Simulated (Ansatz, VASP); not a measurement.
# Cross-check of TiClO between VASP and Ansatz

Wanted: the spread between two codes on one cell, functional and k mesh. The structure shown is the start of the Ansatz relaxation below; VASP solves that cell, so the two are compared at the walk's first step.

Program: Ansatz 0.2.0. Level of theory: plane waves, with VASP 6.6.1 beside it; single point at PBEsol with D3(BJ). Results are calculated unless marked as measured.

## (1) Set-up

The cell holds 6 atoms: 2 Cl, 2 Ti and 2 O. Cell: a = 3.380 Å, b = 3.790 Å, c = 20.139 Å, α = 90.0°, β = 90.0°, γ = 90.0°. It derives from TiClO. As first built, before any earlier steps moved the atoms (in the runner's words): kind sheets cut from a layered crystal; sheets 1. Vacuum lies along c.

## (2) Ansatz: relaxation, PBEsol with D3(BJ)

Ansatz runs on its default PAW (the set named soft_2) files.

The two programs are compared at the cell with which this relaxation starts, whose forces are those of its first step.

Input file input.yaml:

```yaml
crystal:
  lattice:
    - [3.38, 0.0, 0.0]
    - [0.0, 3.79, 0.0]
    - [0.0, 0.0, 20.1392]
  atoms:
    - { symbol: Cl, position: [0.5, 0.5, 0.62759196] }
    - { symbol: Ti, position: [0.0, 0.5, 0.548644435], spin: -0.6 }
    - { symbol: O, position: [0.0, 0.0, 0.525917117] }
    - { symbol: O, position: [0.5, 0.5, 0.474082883] }
    - { symbol: Ti, position: [0.5, 0.0, 0.451355565], spin: 0.6 }
    - { symbol: Cl, position: [0.0, 0.0, 0.37240804] }
magnetization:
  spin_polarized: true
kpoints:
  mp_grid: { grid: [6, 6, 1] }
scf:
  occupations: { method: fermi_dirac, width: 0.02 }
  n_extra_bands: 8
hamiltonian:
  xc: pbesol
  pseudopotentials: { kind: paw }
  dispersion: d3bj
output:
  forces: true
  write_potential: true
  volumetric_format: []
relax:
  f_tol: 0.03
  max_steps: 45
  cell: { fix: [c, alpha, beta] }
```

Run with:

```
$ ansatz run input.yaml --threads 4 --pin off --max-ram 8192MiB --backend cpu --events-out ev --progress --plain --runs-dir out
```

Numbers of over 12 decimals in the logs are rounded to 6 here.

Log:

```text
scf.n_extra_bands = 8 over 25 filled bands (N_el = 50.0): the run solves 33 bands
Engine: ansatz 0.2.0, aarch64-unknown-linux-gnu
Pseudopotentials: kind: paw
Pseudopotential: Cl, paw, valence charge 7, recommended cutoff 420 eV (normal), Cl.paw.azcp
Pseudopotential: Ti, paw, valence charge 12, recommended cutoff 420 eV (normal), Ti.paw.azcp
Pseudopotential: O, paw, valence charge 6, recommended cutoff 420 eV (normal), O.paw.azcp
Functional definition: PBEsol
  exchange = pbesol_x
  correlation = pbesol_c
Crystal: 6 atoms, lattice volume = 257.987 Å³
Basis set: ecut = 420 eV, 5069 PW (Γ), exchange–correlation on 48×54×270 points (8 copies of the dense FFT grid, shifted against one another)
Bands: 33, of which v1, the nominal top of the filled ones, is band 25 counted from 1 (24 counted from 0)
Symmetry: 4 space group operations
Space group: Pmm2 (ITA 25), of the structure as read, at distance tolerance 6.4e-5 Å
Magnetic group: BNS 59.408 (UNI 506), of the structure as read, at distance tolerance 6.4e-5 Å
k-points: 16 of 36
Non-local potential: Cl, projectors of the file, l = 0: 2, l = 1: 2, l = 2: 2
Non-local potential: Ti, projectors of the file, l = 0: 3, l = 1: 2, l = 2: 3, l = 3: 1
Non-local potential: O, projectors of the file, l = 0: 2, l = 1: 2, l = 2: 1
PAW form: soft (Blöchl's): semilocal exchange-correlation on the pseudo side does not see the compensation charge
PAW frozen core: Cl, regenerated for the run's functional, and the local potential with it (the file was generated under x = pbe(κ = 0.804, μ = 0.219515), c = pbe(β = 0.066725))
PAW frozen core: Ti, regenerated for the run's functional, and the local potential with it (the file was generated under x = pbe(κ = 0.804, μ = 0.219515), c = pbe(β = 0.066725))
PAW frozen core: O, regenerated for the run's functional, and the local potential with it (the file was generated under x = pbe(κ = 0.804, μ = 0.219515), c = pbe(β = 0.066725))
PAW one-centre angular grid: Cl, 110 points (default); XC on 64 Gauss nodes
PAW one-centre angular grid: Ti, 590 points (default); XC on 64 Gauss nodes
PAW one-centre angular grid: O, 110 points (default); XC on 64 Gauss nodes
Initial density: superposition of atomic densities (neutral atoms: chi_scale 0, normalization atom)
Starting moments: Σ|m| = 1.2 μB on 2 of 6 sites
Starting magnetic order: antiferromagnet; an inversion exchanges its spin sublattices: spin-degenerate at every k-point
Initial wavefunctions: pseudopotential atomic-orbital guess
Functional: x = pbesol(κ = 0.804, μ = 0.123457), c = pbesol(β = 0.046)
SCF iter   1: F=—  HF=-8205.433445 eV  |F-HF|=—  |Δ(HF+E_count)|=         —  Δρ=3.63e-2 (↑3.63e-2 ↓3.63e-2)  dr2=1.61e1  dr2_m=3.97e-2  M=-0.000 μB ∫|m|=1.190 μB  β_m=0.30  ethr=3.10e-3  ⟨swp⟩=8.2  Hψ=5048  notcnv=0
Mixer restart at iter 1: flushing history
preconditioner: auto → LDOS  [metal: Δε(μ)=0.033 eV  Ē_g=9.324 eV  σ=0.020 eV  W_gap=0.37  n_scr=40 (ndim 8)  ℏωp=12.7 eV  f_vac=0.602  D(μ)=6.35/eV (n_scr^D=44)]
spin=Collinear: LDOS preconditioning applied to the charge; magnetization (m = ρ↑ − ρ↓) channel mixes plain (no charge-response kernel on spin).
SCF iter   2: F=—  HF=-8202.881923 eV  |F-HF|=—  |Δ(HF+E_count)|=    2.55e0  Δρ=2.38e-2 (↑2.38e-2 ↓2.38e-2)  dr2=7.64e0  dr2_m=2.55e-2  M=-0.002 μB ∫|m|=1.231 μB  β_m=0.55  ethr=3.10e-3  ⟨swp⟩=2.0  Hψ=2029  notcnv=0  defer=68
SCF iter   3: F=—  HF=-8200.632295 eV  |F-HF|=—  |Δ(HF+E_count)|=    2.25e0  Δρ=5.47e-3 (↑5.47e-3 ↓5.47e-3)  dr2=1.75e-1  dr2_m=6.06e-3  M=-0.002 μB ∫|m|=1.364 μB  β_m=0.64  ethr=3.10e-3  ⟨swp⟩=3.2  Hψ=2183  notcnv=0  defer=64
SCF iter   4: F=—  HF=-8200.676461 eV  |F-HF|=—  |Δ(HF+E_count)|=         —  Δρ=3.03e-3 (↑3.03e-3 ↓3.03e-3)  dr2=2.34e-2  dr2_m=1.68e-2  M=-0.001 μB ∫|m|=1.591 μB  β_m=0.64  ethr=3.50e-4  ⟨swp⟩=3.2  Hψ=2142  notcnv=0  defer=52
SCF iter   5: F=—  HF=-8200.688595 eV  |F-HF|=—  |Δ(HF+E_count)|=   1.21e-2  Δρ=2.94e-3 (↑2.93e-3 ↓2.94e-3)  dr2=4.63e-3  dr2_m=1.95e-2  M=-0.004 μB ∫|m|=1.771 μB  β_m=0.82  ethr=4.68e-5  ⟨swp⟩=2.3  Hψ=1715  notcnv=0  defer=52
SCF iter   6: F=—  HF=-8200.692069 eV  |F-HF|=—  |Δ(HF+E_count)|=   3.47e-3  Δρ=2.19e-3 (↑2.19e-3 ↓2.18e-3)  dr2=2.45e-3  dr2_m=1.07e-2  M=-0.001 μB ∫|m|=1.894 μB  β_m=0.46  ethr=9.26e-6  ⟨swp⟩=2.2  Hψ=2022  notcnv=0  defer=52
SCF iter   7: F=—  HF=-8200.690786 eV  |F-HF|=—  |Δ(HF+E_count)|=   1.28e-3  Δρ=8.89e-4 (↑8.89e-4 ↓8.81e-4)  dr2=1.24e-3  dr2_m=1.29e-3  M=0.000 μB ∫|m|=1.919 μB  β_m=0.75  ethr=4.90e-6  ⟨swp⟩=2.4  Hψ=2061  notcnv=0  defer=52
SCF iter   8: F=—  HF=-8200.692663 eV  |F-HF|=—  |Δ(HF+E_count)|=   1.88e-3  Δρ=1.02e-3 (↑1.01e-3 ↓1.02e-3)  dr2=5.22e-4  dr2_m=2.30e-3  M=0.000 μB ∫|m|=1.940 μB  β_m=0.88  ethr=2.49e-6  ⟨swp⟩=2.5  Hψ=2127  notcnv=0  defer=52
[...]
SCF iter   1: F=—  HF=-8201.388535 eV  |F-HF|=—  |Δ(HF+E_count)|=         —  Δρ=3.47e-6 (↑3.46e-6 ↓3.47e-6)  dr2=1.39e-8  dr2_m=2.66e-10  M=0.000 μB ∫|m|=0.000 μB  β_m=0.65  ethr=4.64e-7  ⟨swp⟩=4.1  Hψ=8591  notcnv=0
eigensolver tolerance schedule: the retry pair's looser diagonalisation over-reported the residual by 16723.27 of it (diagonalisation noise at an unbounded share of the residual, at the tolerance the schedule requests for it); recorded, not acted on — ethr = c·dr2/N_el stays at c = 1.0e-1
spin=Collinear: Resta preconditioning applied to the charge; magnetization (m = ρ↑ − ρ↓) channel mixes plain (no charge-response kernel on spin).
SCF iter   2: F=—  HF=-8201.388681 eV  |F-HF|=—  |Δ(HF+E_count)|=   1.46e-4  Δρ=1.44e-6 (↑1.44e-6 ↓1.43e-6)  dr2=7.63e-9  dr2_m=6.99e-11  M=0.000 μB ∫|m|=0.000 μB  β_m=0.46  ethr=2.77e-11  ⟨swp⟩=4.4  Hψ=3179  notcnv=0
SCF iter   3: F=—  HF=-8201.388683 eV  |F-HF|=—  |Δ(HF+E_count)|=   1.68e-6  Δρ=9.62e-7 (↑9.57e-7 ↓9.62e-7)  dr2=1.15e-9  dr2_m=5.99e-11  M=0.000 μB ∫|m|=0.000 μB  β_m=0.54  ethr=1.53e-11  ⟨swp⟩=2.3  Hψ=1638  notcnv=0
SCF iter   4: F=—  HF=-8201.388686 eV  |F-HF|=—  |Δ(HF+E_count)|=   3.00e-6  Δρ=3.14e-7 (↑3.14e-7 ↓3.07e-7)  dr2=1.87e-10  dr2_m=3.23e-11  M=0.000 μB ∫|m|=0.000 μB  β_m=0.55  ethr=2.30e-12  ⟨swp⟩=3.2  Hψ=1985  notcnv=0
SCF iter   5: F=-8201.388687 eV  HF=-8201.388687 eV  |F-HF|=5.91e-8  |Δ(HF+E_count)|=   5.90e-7  Δρ=8.87e-8 (↑8.86e-8 ↓8.87e-8)  dr2=3.50e-11  dr2_m=4.69e-12  M=0.000 μB ∫|m|=0.000 μB  ethr=1.00e-12  ⟨swp⟩=7.1  Hψ=6145  notcnv=0
the starting moments were not kept: the SCF closed with an absolute magnetisation of 1.7e-5 μB, where they sum to 1.2 μB in size (2 sites). That is at most 0.1 of that sum.
SCF 12 converged in 5 iterations: F = -8201.388687 eV  dr2 = 3.50e-11
relax step  12: F+E_penalty+E_count = -8201.38868658 eV  Δ(F+E_penalty+E_count) = +1.341e-4 eV  max|allowed force component| = 7.370e-3 eV/Å  Δτ_max = 0.0000 Å  P = +0.011 GPa  Ω = 254.340 Å³  fix = [c, alpha, beta]  reactions: c -0.013 GPa  stress off target by 3.04e-2 GPa on what of the cell is left free  SCF on the basis re-selected at this cell (its energy is not comparable with the rows above)  (5 SCF iters)
basis re-selected at this cell: Δ(F+E_penalty+E_count) = +1.341e-4 eV, ΔP = -0.001 GPa vs the last step (what re-selecting the basis moved, of the pressure what is left beyond the Pulay correction that the steps carried, after the strain that the cell walked since its last selection, with what the two solves' SCF thresholds leave and, on support functions, any second-order correction that the steps lacked; it is no m [...]
WARN: The output density's exchange-correlation potential varies sharply where the density is thin. Do not read a vacuum level from v_tot or v_xc, or from such a field of the output density. On a cell that repeats whose density bears no net charge and no dipole along the vacuum's axis use v_es (v_loc + v_h of the components); under efield.dipole_correction with no amplitude use v_es + v_field, which holds any externa [...]
SCF converged after 5 iterations
Magnetization: 0.0000 μB (25.0000 up, 25.0000 down)
Absolute magnetization: 0.0000 μB (∫|ρ↑−ρ↓|, with the PAW one-centre terms)
Spin contamination: 0.0000 ħ² per cell (⟨S²⟩ above its minimum at these occupations)
Per-site moments (μB) at R_I (Å): [(1.723451541639371e-7, 0.986186), (-5.053155165418574e-6, 0.816411), (4.609281843255257e-7, 0.816411), (-4.5778257637981644e-7, 0.816411), (5.108073674804121e-6, 0.816411), (-1.6972566586275808e-7, 0.986186)]
Free energy (F): -8201.388687 eV
Harris-Foulkes:  -8201.388687 eV  (|F-HF|=5.91e-8)
Internal energy: -8201.385285 eV  (E = F + TS)
E sigma→0 (E₀):  -8201.386986 eV
Entropy (-TS):   -0.003401 eV (-0.567 meV/atom)
Fermi energy:    -0.079546 eV
--- Per-component energies (eV) ---
  E_band       = -918.598844
  E_kinetic    = 1220.858529
  E_local      = -36739.034713  (includes V_loc(G=0)·N_el)
  E_nonlocal   = 169.917717
  E_hartree    = 17754.929184
  E_xc         = -553.383366
  E_vxc        = -675.914269  (∫ρ·V_xc dr)
  E_paw        = -3631.776330  (= ΣΔE_a)
  E_vpaw       = -404.290157  (= ΣTr[D̂ρ^β])
  E_aug_tail   = 0.005356  (compensation charges beyond the density's cutoff)
  E_ewald      = 13577.624260
  E_disp       = -1.032130  (pairwise vdW)
  E_core_change = 0.506209  (= ΣΔE_core)
  E_smearing   = -0.003401  (= −TS)
  E_closure    = 0.000000  (closes the sum)
  Σ components = -8201.388687   (vs F -8201.388687, Δ=0.00e0)
--- Forces (eV/Å), atoms counted from 1 ---
  atom   1  Cl    -0.00000000     0.00000000    -0.00259814
  atom   2  Ti     0.00000000    -0.00000000     0.00737017
  atom   3  O      0.00000000    -0.00000000    -0.00644368
  atom   4  O      0.00000000    -0.00000000     0.00644403
  atom   5  Ti     0.00000000    -0.00000000    -0.00736696
  atom   6  Cl     0.00000000    -0.00000000     0.00259566
  max |Σ_I F_I| component: 1.08e-6 eV/Å
--- Stress (GPa, compression-positive) ---
        0.015554       0.000000      -0.000000
        0.000000       0.030392       0.000000
       -0.000000       0.000000      -0.013428
  P = ⅓ Tr σ = 0.0108 GPa (0.108 kbar)
--- Band table (eV; the first three rows and the last of 32) ---
  k-point 0 ↑: bands = [... 21 lower, -3.4936, -3.3558, -2.9111, -0.7847, -0.5346, 0.4719, 0.6209, 0.9905, ... 4 higher]
  k-point 1 ↑: bands = [... 21 lower, -3.4540, -3.3311, -2.9933, -0.5092, -0.3366, 0.5654, 0.6221, 1.1524, ... 4 higher]
  k-point 2 ↑: bands = [... 21 lower, -3.4979, -3.2683, -3.1048, -0.3615, 0.3118, 0.5719, 1.1978, 1.5417, ... 4 higher]
  k-point 15 ↓: bands = [... 21 lower, -4.6776, -3.5367, -3.5367, 1.0387, 1.0387, 1.1585, 1.1585, 1.4211, ... 4 higher]
--- Relaxed structure (10 steps of the walk, 10 accepted, 2 SCFs on fresh bases) ---
  F+E_penalty+E_count = -8201.38868658 eV   max|allowed force component| = 7.370e-3 eV/Å   (the final SCF, on the basis selected at the relaxed cell)
  cell:  # Å, volume = 254.3403 Å³
    - [3.192440, 0, 0]
    - [0, 3.955944, 0]
    - [0, 0, 20.1392]
  atoms:
    - { symbol: Cl, position: [0.500000, 0.5, 0.621959] }
    - { symbol: Ti, position: [0, 0.5, 0.533582] }
    - { symbol: O, position: [0, 1.2495843601784617e-18, 0.530153] }
    - { symbol: O, position: [0.500000, 0.5, 0.469847] }
    - { symbol: Ti, position: [0.500000, 4.442937574895994e-18, 0.466418] }
    - { symbol: Cl, position: [0, 1.6617092304647492e-18, 0.378041] }
```

Reading the cycles: dr2 is the Hartree energy of the density residual (eV), the measure of convergence; HF is the Harris–Foulkes estimate of the energy, which meets the free energy F at convergence.

[end of part 1 of 2]

[Lines on the potential files, build, host, timing and source positions are cut from VASP's logs without a mark.]

[Logs are printed without paths, hosts, clocks, repeated set-up lines and the standing remarks that a program may print on its own settings, such as how far it seeks lower states.]

[Hosts, paths, dates, database ids (printed as entryN), source tags and the programs' standing remarks are cut or masked in the printed files.]
